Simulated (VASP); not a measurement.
Method: revPBE GGA, VASP's PBE PAW potentials (set 64) (plane waves; VASP 6.6.1).

VASP ran on this input.

### INCAR
```
ALGO = Normal
EDIFF = 1E-7
ENCUT = 520
GGA = RE
ICHARG = 11
ISMEAR = 0
LASPH = T
LCHARG = F
LMAXMIX = 4
LORBIT = 11
LREAL = F
LWAVE = F
NELM = 100
PREC = Accurate
SIGMA = 0.05
SYSTEM = KI
```

### POSCAR
```
KI
5.2272970
  0.0000000000   0.7071067938   0.7071067938
  0.7071067938   0.0000000000   0.7071067938
  0.7071067938   0.7071067938   0.0000000000
K I
1 1
direct
  0.0000000000   0.0000000000   0.0000000000
  0.5000000000   0.5000000000   0.5000000000
```

**KPOINTS**
```
k-points along high-symmetry lines
15
Line-mode
Reciprocal
  0.000000   0.000000   0.000000 ! GAMMA
  0.500000   0.000000   0.500000 ! X

  0.500000   0.000000   0.500000 ! X
  0.625000   0.250000   0.625000 ! U

  0.375000   0.375000   0.750000 ! K
  0.000000   0.000000   0.000000 ! GAMMA

  0.000000   0.000000   0.000000 ! GAMMA
  0.500000   0.500000   0.500000 ! L

  0.500000   0.500000   0.500000 ! L
  0.500000   0.250000   0.750000 ! W

  0.500000   0.250000   0.750000 ! W
  0.500000   0.000000   0.500000 ! X
```

POTCAR, in this order: K_sv I (PBE.64 set). Program: vasp_std. Read from the step before: CHGCAR.

Output

**OSZICAR**
```
       N       E                     dE             d eps       ncg     rms          rms(c)
DAV:   1     0.931783411943E+02    0.93178E+02   -0.64538E+03  2160   0.111E+03
DAV:   2     0.151945416405E+01   -0.91659E+02   -0.86190E+02  2664   0.243E+02
DAV:   3    -0.463682868589E+01   -0.61563E+01   -0.61260E+01  2748   0.581E+01
DAV:   4    -0.499127474633E+01   -0.35445E+00   -0.35412E+00  4108   0.118E+01
DAV:   5    -0.499238042108E+01   -0.11057E-02   -0.11056E-02  2756   0.735E-01
DAV:   6    -0.499240749513E+01   -0.27074E-04   -0.27074E-04  3080   0.915E-02
DAV:   7    -0.499240828517E+01   -0.79004E-06   -0.79001E-06  3384   0.152E-02
DAV:   8    -0.499240829988E+01   -0.14709E-07   -0.14750E-07  2576   0.220E-03
   1 F= -.49924083E+01 E0= -.49924083E+01  d E =-.269652E-18
```

### OUTCAR
```
 val. band max:       -0.9524366332   @ k =   0.0000   0.0000   0.0000

 cond. band min:       2.9914537825   @ k =   0.0000   0.0000   0.0000



 k-point     1 :       0.0000    0.0000    0.0000
  band No.  band energies     occupation
      1     -29.8157      2.00000
      2     -13.2541      2.00000
      3     -13.2541      2.00000
      4     -13.2541      2.00000
      5     -11.2393      2.00000
      6      -0.9524      2.00000
      7      -0.9524      2.00000
      8      -0.9524      2.00000
      9       2.9915      0.00000
     10       5.7208      0.00000
     11       5.7208      0.00000
     12       5.7208      0.00000

 k-point     2 :       0.0357    0.0000    0.0357
  band No.  band energies     occupation
      1     -29.8157      2.00000
      2     -13.2550      2.00000
      3     -13.2542      2.00000
      4     -13.2542      2.00000
      5     -11.2370      2.00000
      6      -0.9745      2.00000
      7      -0.9567      2.00000
      8      -0.9567      2.00000
      9       3.0290      0.00000
     10       5.6910      0.00000
     11       5.7470      0.00000
     12       5.7470      0.00000

 k-point     3 :       0.0714    0.0000    0.0714
  band No.  band energies     occupation
      1     -29.8156      2.00000
      2     -13.2574      2.00000
      3     -13.2546      2.00000
      4     -13.2546      2.00000
      5     -11.2303      2.00000
      6      -1.0363      2.00000
      7      -0.9692      2.00000
      8      -0.9692      2.00000
      9       3.1363      0.00000
     10       5.6075      0.00000
     11       5.8250      0.00000
     12       5.8250      0.00000

 k-point     4 :       0.1071    0.0000    0.1071
  band No.  band energies     occupation
      1     -29.8156      2.00000
      2     -13.2610      2.00000
      3     -13.2551      2.00000
      4     -13.2551      2.00000
      5     -11.2200      2.00000
      6      -1.1267      2.00000
      7      -0.9889      2.00000
...
```

The density is held fixed in this step, so its total energy and stress have no physical meaning. Unless said otherwise, spin-orbit coupling is left out, though it shifts the bands of the heavy elements here.

The compound is KI in the rock salt structure. It was relaxed first, which changed the volume by +14 %.
